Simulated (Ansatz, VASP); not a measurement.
# Cross-check of TiAg2P2 between VASP and Ansatz, part 2 of 2

Wanted: the spread between two codes on one cell, functional and k mesh. The cell is taken from a series of runs on this material, whose earlier steps may have relaxed, scaled, displaced or heated it; both programs get it as it stands.

VASP 6.6.1 and Ansatz 0.2.0.

So far: Set-up; VASP: relaxation of cell and atoms, LDA.

The structure was built from a prototype and need not be the compound's stable phase.

**3. Ansatz: relaxation of cell and atoms, LDA**

Level of this step: Ansatz beside VASP: Kohn-Sham DFT, plane waves, LDA (Ansatz).

Ansatz runs on its default PAW (the set named soft_2) files.

The same cell, functional (in two slightly different forms), mesh and smearing now go to Ansatz, which takes its cutoff from its data sets.

The input, input.yaml:

```yaml
crystal:
  lattice:
    - [3.85472181, 0.0, 0.0]
    - [-1.92736091, 3.33828702, 0.0]
    - [0.0, 0.0, 6.24587046]
  atoms:
    - { symbol: Ag, position: [0.33333333, 0.66666667, 0.63888812] }
    - { symbol: Ag, position: [0.66666667, 0.33333333, 0.36111188] }
    - { symbol: Ti, position: [0.0, 0.0, 0.0] }
    - { symbol: P, position: [0.33333333, 0.66666667, 0.25217355] }
    - { symbol: P, position: [0.66666667, 0.33333333, 0.74782645] }
kpoints:
  mp_grid: { grid: [7, 7, 4] }
scf:
  occupations: { method: fermi_dirac, width: 0.05 }
hamiltonian:
  xc: lda
output:
  forces: true
  stress: true
relax:
  f_tol: 0.02
  max_steps: 50
  cell: {}
```

Command:

```console
$ ansatz run input.yaml --threads 1 --pin off --max-ram 4096MiB --backend cpu --events-out ev --progress --plain --runs-dir out
```

Numbers of over 12 decimals in the logs are rounded to 6 here.

The program printed:

```text
Engine: ansatz 0.2.0, aarch64-unknown-linux-gnu
Pseudopotentials: kind: paw
Pseudopotential: Ag, paw, valence charge 19, recommended cutoff 420 eV (normal), Ag.paw.azcp
Pseudopotential: Ti, paw, valence charge 12, recommended cutoff 420 eV (normal), Ti.paw.azcp
Pseudopotential: P, paw, valence charge 5, recommended cutoff 420 eV (normal), P.paw.azcp
Functional definition: SPW92
  exchange = slater_x
  correlation = pw_c
Crystal: 5 atoms, lattice volume = 80.373 Å³
Basis set: ecut = 420 eV, 1557 PW (Γ)
Bands: 36, of which v1, the nominal top of the filled ones, is band 30 counted from 1 (29 counted from 0)
Symmetry: 12 space group operations
Space group: P-3m1 (ITA 164), of the structure as read, at distance tolerance 4.3e-5 Å
k-points: 28 of 196
Non-local potential: Ag, projectors of the file, l = 0: 3, l = 1: 2, l = 2: 2, l = 3: 1
Non-local potential: Ti, projectors of the file, l = 0: 3, l = 1: 2, l = 2: 3, l = 3: 1
Non-local potential: P, projectors of the file, l = 0: 2, l = 1: 2, l = 2: 2
PAW form: soft (Blöchl's): semilocal exchange-correlation on the pseudo side does not see the compensation charge
PAW frozen core: Ag, regenerated for the run's functional, and the local potential with it (the file was generated under x = pbe(κ = 0.804, μ = 0.219515), c = pbe(β = 0.066725))
PAW frozen core: Ti, regenerated for the run's functional, and the local potential with it (the file was generated under x = pbe(κ = 0.804, μ = 0.219515), c = pbe(β = 0.066725))
PAW frozen core: P, regenerated for the run's functional, and the local potential with it (the file was generated under x = pbe(κ = 0.804, μ = 0.219515), c = pbe(β = 0.066725))
PAW one-centre angular grid: Ag, 590 points (default); XC on 64 Gauss nodes
PAW one-centre angular grid: Ti, 590 points (default); XC on 64 Gauss nodes
PAW one-centre angular grid: P, 110 points (default); XC on 64 Gauss nodes
Initial density: superposition of atomic densities (neutral atoms: chi_scale 0, normalization atom), corrected by the library's trained network
Initial wavefunctions: pseudopotential atomic-orbital guess
Functional: x = slater, c = lda
SCF iter   1: F=—  HF=-18819.050657 eV  |F-HF|=—  |Δ(HF+E_count)|=         —  Δρ=1.48e-2  dr2=3.22e-1  ethr=1.77e-3  ⟨swp⟩=6.3  Hψ=3991  notcnv=0
preconditioner: auto → Kerker (q_TF=auto, 2.599 Å⁻¹)  [metal: Δε(μ)=0.045 eV  Ē_g=7.344 eV  σ=0.050 eV  W_gap=0.22  n_scr=22 (ndim 8)  ℏωp=24.9 eV  f_vac=0.006  D(μ)=1.41/eV (n_scr^D=2)]
SCF iter   2: F=—  HF=-18819.026598 eV  |F-HF|=—  |Δ(HF+E_count)|=   2.41e-2  Δρ=7.16e-3  dr2=8.78e-2  ethr=5.37e-4  ⟨swp⟩=1.7  Hψ=1268  notcnv=0
SCF iter   3: F=—  HF=-18819.018981 eV  |F-HF|=—  |Δ(HF+E_count)|=   7.62e-3  Δρ=1.81e-3  dr2=6.55e-3  ethr=1.46e-4  ⟨swp⟩=1.0  Hψ=1008  notcnv=0
SCF iter   4: F=—  HF=-18819.018402 eV  |F-HF|=—  |Δ(HF+E_count)|=   5.79e-4  Δρ=3.00e-4  dr2=8.30e-5  ethr=1.09e-5  ⟨swp⟩=1.2  Hψ=1017  notcnv=0
SCF iter   5: F=—  HF=-18819.018387 eV  |F-HF|=—  |Δ(HF+E_count)|=   1.56e-5  Δρ=5.33e-5  dr2=2.15e-6  ethr=1.38e-7  ⟨swp⟩=2.1  Hψ=1426  notcnv=0
SCF iter   6: F=—  HF=-18819.018387 eV  |F-HF|=—  |Δ(HF+E_count)|=   2.19e-7  Δρ=1.27e-5  dr2=2.32e-7  ethr=3.59e-9  ⟨swp⟩=2.3  Hψ=1587  notcnv=0
SCF iter   7: F=-18819.018387 eV  HF=-18819.018387 eV  |F-HF|=3.33e-9  |Δ(HF+E_count)|=   1.04e-8  Δρ=3.73e-6  dr2=1.62e-8  ethr=1.67e-10  ⟨swp⟩=4.0  Hψ=3294  notcnv=0
SCF 1 converged in 7 iterations: F = -18819.018387 eV  dr2 = 1.62e-8
  greatest PAW one-centre occupation: 1.002 electrons in one spin orbital (limit 2), on the Ag atom at site 1 (counted from 0), in its partial waves of l = 0
relax step   1: F+E_penalty+E_count = -18819.01838658 eV  Δ(F+E_penalty+E_count) = +0.000e0 eV  max|allowed force component| = 3.200e0 eV/Å  Δτ_max = 0.0000 Å  P = +6.433 GPa  Ω = 80.373 Å³  (7 SCF iters, dr2 threshold 1.00e-7 eV, accepted)
[...]
relax step   5: F+E_penalty+E_count = -18819.97193336 eV  Δ(F+E_penalty+E_count) = -1.026e-2 eV  max|allowed force component| = 4.368e-2 eV/Å  Δτ_max = 0.0225 Å  P = -0.720 GPa  Ω = 81.436 Å³  energy of the carried Pulay correction = -2.914e-4 eV  (6 SCF iters, dr2 threshold 5.00e-7 eV, accepted)
[...]
relax step   6: F+E_penalty+E_count = -18819.97379071 eV  Δ(F+E_penalty+E_count) = -1.857e-3 eV  max|allowed force component| = 1.400e-2 eV/Å  Δτ_max = 0.0019 Å  P = +0.206 GPa  Ω = 80.889 Å³  energy of the carried Pulay correction = -1.421e-4 eV  (6 SCF iters, dr2 threshold 5.00e-7 eV, accepted)
[...]
relax step   7: F+E_penalty+E_count = -18819.97388274 eV  Δ(F+E_penalty+E_count) = -9.204e-5 eV  max|allowed force component| = 1.292e-3 eV/Å  Δτ_max = 0.0015 Å  P = -0.001 GPa  Ω = 81.021 Å³  energy of the carried Pulay correction = -1.781e-4 eV  (6 SCF iters, dr2 threshold 1.49e-7 eV, accepted)
[...]
relax step   8: F+E_penalty+E_count = -18819.97427995 eV  Δ(F+E_penalty+E_count) = -3.972e-4 eV  max|allowed force component| = 1.259e-3 eV/Å  Δτ_max = 0.0000 Å  P = +0.008 GPa  Ω = 81.021 Å³  stress off target by 3.32e-2 GPa  SCF on the basis re-selected at this cell (its energy is not comparable with the rows above)  (6 SCF iters)
basis re-selected at this cell: Δ(F+E_penalty+E_count) = -3.972e-4 eV, ΔP = +0.010 GPa vs the last step (what re-selecting the basis moved, of the pressure what is left beyond the Pulay correction that the steps carried, after the strain that the cell walked since its last selection, with what the two solves' SCF thresholds leave and, on support functions, any second-order correction that the steps lacked; it is no m [...]
SCF converged after 6 iterations
Free energy (F): -18819.974280 eV
Harris-Foulkes:  -18819.974280 eV  (|F-HF|=7.28e-12)
Internal energy: -18819.960903 eV  (E = F + TS)
E sigma→0 (E₀):  -18819.967591 eV
Entropy (-TS):   -0.013377 eV (-2.675 meV/atom)
Fermi energy:    14.191926 eV
--- Per-component energies (eV) ---
  E_band       = -705.921196
  E_kinetic    = 1473.332490
  E_local      = -6743.568446  (includes V_loc(G=0)·N_el)
  E_nonlocal   = 254.076291
  E_hartree    = 3019.861900
  E_xc         = -590.160287
  E_vxc        = -717.559016  (∫ρ·V_xc dr)
  E_paw        = -9618.349035  (= ΣΔE_a)
  E_vpaw       = -1011.926898  (= ΣTr[D̂ρ^β])
  E_aug_tail   = 0.000625  (compensation charges beyond the density's cutoff)
  E_ewald      = -6617.164709
  E_core_change = 2.010268  (= ΣΔE_core)
  E_smearing   = -0.013377  (= −TS)
  E_closure    = -0.000000  (closes the sum)
  Σ components = -18819.974280   (vs F -18819.974280, Δ=0.00e0)
--- Forces (eV/Å), atoms counted from 1 ---
  atom   1  Ag    -0.00000000     0.00000000    -0.00125872
  atom   2  Ag     0.00000000     0.00000000     0.00125872
  atom   3  Ti     0.00000000    -0.00000000     0.00000000
  atom   4  P      0.00000000     0.00000000    -0.00043688
  atom   5  P     -0.00000000     0.00000000     0.00043688
  max |Σ_I F_I| component: 9.25e-18 eV/Å
--- Stress (GPa, compression-positive) ---
       -0.003869       0.000000       0.000000
        0.000000      -0.003869       0.000000
        0.000000       0.000000       0.033167
  P = ⅓ Tr σ = 0.0085 GPa (0.085 kbar)
--- Relaxed structure (7 steps of the walk, 7 accepted, 1 SCFs on fresh bases) ---
  F+E_penalty+E_count = -18819.97427995 eV   max|allowed force component| = 1.259e-3 eV/Å   (the final SCF, on the basis selected at the relaxed cell)
  cell:  # Å, volume = 81.0208 Å³
    - [3.798830, 2.8448948211977766e-9, 5.016182854008773e-18]
    - [-1.899415, 3.289884, -5.016182854008782e-18]
    - [8.127805281422561e-18, -4.6925905590344536e-18, 6.482850]
  atoms:
    - { symbol: Ag, position: [0.333333, 0.666667, 0.631697] }
    - { symbol: Ag, position: [0.666667, 0.333333, 0.368303] }
    - { symbol: Ti, position: [0, 0, 0] }
    - { symbol: P, position: [0.333333, 0.666667, 0.199901] }
    - { symbol: P, position: [0.666667, 0.333333, 0.800099] }
```

The column dr2 measures how far the density is from self-consistency, as an energy; F and HF (Harris–Foulkes) agree once it is small.

**4. Differences**

Known differences besides the potentials themselves: the two LDA forms differ slightly; the data sets hold 60 valence electrons in Ansatz (on its default PAW (the set named soft_2) files) and 44 in VASP; the cutoff is 420 eV in Ansatz and 500 eV in VASP; VASP's log shows a relativistic correction to its local exchange, Ansatz's none; Ansatz adds a Pulay correction to the stress that steers its cell, VASP none. Total energies have different zeros and are not compared.

Both answers:

```csv
quantity,Ansatz,VASP,difference
volume (Å³),81.02,81.14,-0.15 %
"edge a after relaxation, in the typed setting (Å)",3.799,3.801,-0.06 %
"edge c after relaxation, in the typed setting (Å)",6.483,6.484,-0.02 %
```

**5. Results**

```yaml
difference_in_volume_relaxation_of_cell_and_atoms_lda: -0.15 %
```

What this shows: The difference in volume is -0.15 % (relaxation of cell and atoms, LDA), within the 1.2 % picked in this series as the mark of a large difference, as far as the stopping tolerances let one tell. The data sets hold unlike numbers of valence electrons (60 in Ansatz and 44 in VASP), so part of the differences comes from the potentials. How closely two codes agree says nothing of how well the functional describes the real material.

[Lines on the potential files, build, host, timing and source positions are cut from VASP's logs without a mark.]

[Logs are printed without paths, hosts, clocks, repeated set-up lines and the standing remarks that a program may print on its own settings, such as how far it seeks lower states.]

[Hosts, paths, dates, database ids (printed as entryN), source tags and the programs' standing remarks are cut or masked in the printed files.]
